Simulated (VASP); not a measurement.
All values below come from LDA (Ceperley-Alder, Perdew-Zunger), VASP's LDA PAW potentials (set 64) (plane waves; VASP).

VASP ran on this input.

POSCAR:
```
Ni3Si
1
    3.4291041174     0.0000000000    -0.0000000000
    0.0000000000     3.4291041174    -0.0000000000
    0.0000000000     0.0000000000     3.4291041174
Si Ni
1 3
Direct
  0.0000000000   0.0000000000   0.0000000000
  0.0000000000   0.5000000000   0.5000000000
  0.5000000000   0.0000000000   0.5000000000
  0.5000000000   0.5000000000   0.0000000000
```

### KPOINTS
```
K-points
0
Gamma
  9 9 9
```

**INCAR**
```
ISIF = 3   ! ions, shape and volume
LCHARG = .False.
SIGMA = 0.1   ! width (eV)
LREAL = .False.
EDIFFG = -0.02   ! ionic stop
NSW = 40   ! most ionic steps
ISMEAR = 1   ! Methfessel-Paxton
EDIFF = 1E-6   ! SCF stop (eV)
IBRION = 2   ! conjugate gradients
ALGO = Normal   ! blocked Davidson
SYSTEM = Ni3Si
NELM = 100   ! most electronic steps
PREC = Accurate
LWAVE = .False.
ENCUT = 500
LASPH = .True.   ! aspherical one-centre terms
LMAXMIX = 4
```

POTCAR, in this order: Si Ni (LDA.64 set). Program: vasp_std.

What VASP printed:

### OUTCAR
```
 ion  position               nearest neighbor table
   1  0.000  0.000  0.000-   2 2.42   3 2.42   4 2.42   2 2.42   3 2.42   2 2.42   4 2.42   2 2.42
                             3 2.42   4 2.42   3 2.42   4 2.42
   2  0.000  0.500  0.500-   1 2.42   3 2.42   4 2.42   1 2.42   4 2.42   1 2.42   3 2.42   1 2.42
                             3 2.42   4 2.42   4 2.42   3 2.42
   3  0.500  0.000  0.500-   1 2.42   2 2.42   4 2.42   1 2.42   4 2.42   2 2.42   4 2.42   4 2.42
                             1 2.42   2 2.42   1 2.42   2 2.42
   4  0.500  0.500  0.000-   1 2.42   2 2.42   3 2.42   2 2.42   3 2.42   1 2.42   3 2.42   3 2.42
                             1 2.42   2 2.42   2 2.42   1 2.42
  LATTYP: Found a simple cubic cell.
 ALAT       =     3.4291041174
 Subroutine PRICEL returns:
 Original cell was already a primitive cell.
 Subroutine GETGRP returns: Found 48 space group operations
The static configuration has the point symmetry O_h .
The dynamic configuration has the point symmetry O_h .
 Subroutine INISYM returns: Found 48 space group operations
 Subroutine IBZKPT returns following result:
 Found     35 irreducible k-points:

 Following reciprocal coordinates:
            Coordinates               Weight
  0.000000  0.000000  0.000000      1.000000
  0.111111  0.000000  0.000000      6.000000
  0.222222  0.000000  0.000000      6.000000
...
```

### OSZICAR
```
       N       E                     dE             d eps       ncg     rms          rms(c)
DAV:   1     0.199467729811E+03    0.19947E+03   -0.15428E+04  1470   0.215E+03
DAV:   2    -0.203622696511E+02   -0.21983E+03   -0.21182E+03  1470   0.376E+02
DAV:   3    -0.315582435237E+02   -0.11196E+02   -0.10762E+02  1591   0.113E+02
DAV:   4    -0.318272848206E+02   -0.26904E+00   -0.26748E+00  1758   0.157E+01
DAV:   5    -0.318365410125E+02   -0.92562E-02   -0.92533E-02  1766   0.276E+00    0.213E+01
DAV:   6    -0.311437321914E+02    0.69281E+00   -0.53845E+01  1679   0.124E+02    0.158E+01
DAV:   7    -0.280240370661E+02    0.31197E+01   -0.15592E+01  1628   0.681E+01    0.470E+00
DAV:   8    -0.279451486854E+02    0.78888E-01   -0.66637E-01  1611   0.691E+00    0.148E+00
DAV:   9    -0.279263082951E+02    0.18840E-01   -0.32770E-02  2040   0.260E+00    0.581E-01
DAV:  10    -0.279237323562E+02    0.25759E-02   -0.34770E-03  1956   0.484E-01    0.273E-01
DAV:  11    -0.279230331275E+02    0.69923E-03   -0.90136E-04  2301   0.384E-01    0.636E-02
DAV:  12    -0.279230307429E+02    0.23846E-05   -0.13549E-04  1695   0.146E-01    0.181E-02
DAV:  13    -0.279230295386E+02    0.12042E-05   -0.97951E-06  1710   0.220E-02    0.826E-03
DAV:  14    -0.279230295162E+02    0.22425E-07   -0.52209E-07   905   0.881E-03
   1 F= -.27923030E+02 E0= -.27923270E+02  d E =-.279230E+02
```

**OUTCAR**
```
------------------------ aborting loop because EDIFF is reached ----------------------------------------
  FORCE on cell =-STRESS in cart. coord.  units (eV):
  Direction    XX          YY          ZZ          XY          YZ          ZX
  --------------------------------------------------------------------------------------
  Total       -0.0256721     -0.0256721     -0.0256721     -0.0000000     -0.0000000      0.0000000
  in kB       -1.0200712     -1.0200712     -1.0200712     -0.0000000     -0.0000000      0.0000000
  external PRESSURE =      -1.0200712 kB  Pullay stress =       0.0000000 kB
  volume of cell :       40.32
      direct lattice vectors                 reciprocal lattice vectors
     3.429104117  0.000000000  0.000000000     0.291621358  0.000000000  0.000000000
     0.000000000  3.429104117  0.000000000     0.000000000  0.291621358  0.000000000
     0.000000000  0.000000000  3.429104117     0.000000000  0.000000000  0.291621358
 POSITION                                       TOTAL-FORCE (eV/Angst)
 -----------------------------------------------------------------------------------
      0.00000      0.00000      0.00000         0.000000      0.000000      0.000000
      0.00000      1.71455      1.71455         0.000000      0.000000      0.000000
      1.71455      0.00000      1.71455         0.000000      0.000000      0.000000
      1.71455      1.71455      0.00000         0.000000      0.000000      0.000000
 -----------------------------------------------------------------------------------
    total drift:                                0.000000      0.000000      0.000000
  FREE ENERGIE OF THE ION-ELECTRON SYSTEM (eV)
  ---------------------------------------------------
  free  energy   TOTEN  =       -27.9230295162 eV

  energy  without entropy=      -27.9237513773  energy(sigma->0) =      -27.92327014

 reached required accuracy - stopping structural energy minimisation
```
(Selected blocks of OUTCAR.)

OUTCAR:
```
 val. band max:       11.4217079674   @ k =   0.1111   0.1111   0.0000

 cond. band min:      11.4703094563   @ k =   0.4444   0.4444   0.3333


 Fermi energy:        11.4503110272

 k-point     1 :       0.0000    0.0000    0.0000
  band No.  band energies     occupation
      1      -0.9296      2.00000
      2       6.1645      2.00000
      3       7.0007      2.00000
      4       7.0007      2.00000
      5       7.5425      2.00000
      6       7.5425      2.00000
      7       7.5425      2.00000
      8       9.7452      2.00000
      9       9.7452      2.00000
     10       9.7452      2.00000
     11      10.5483      2.00000
     12      10.5483      2.00000
     13      10.5483      2.00000
     14      10.8077      2.00000
     15      10.8077      2.00000
     16      11.1517      2.00020
     17      11.5023      0.23791
     18      11.5023      0.23791
     19      11.5023      0.23791
     20      16.9162      0.00000
     21      18.1719      0.00000

 k-point     2 :       0.1111    0.0000    0.0000
  band No.  band energies     occupation
      1      -0.7769      2.00000
      2       6.1968      2.00000
      3       6.8096      2.00000
      4       7.1111      2.00000
      5       7.5359      2.00000
      6       7.5359      2.00000
      7       7.5881      2.00000
      8       9.4842      2.00000
      9       9.4842      2.00000
     10       9.6940      2.00000
     11      10.1048      2.00000
     12      10.6225      2.00000
     13      10.6225      2.00000
     14      10.8104      2.00000
     15      10.8145      2.00000
     16      11.0850      2.00000
     17      11.5025      0.23616
     18      11.8185     -0.00000
     19      11.8185     -0.00000
     20      17.1831      0.00000
     21      18.1280      0.00000

 k-point     3 :       0.2222    0.0000    0.0000
  band No.  band energies     occupation
      1      -0.3300      2.00000
      2       5.7665      2.00000
      3       6.6769      2.00000
...
```

The compound is Ni3Si in the L1_2 structure. It was relaxed first, which changed the volume by -7 %. The run is not spin-polarised, so no magnetic state was tried.
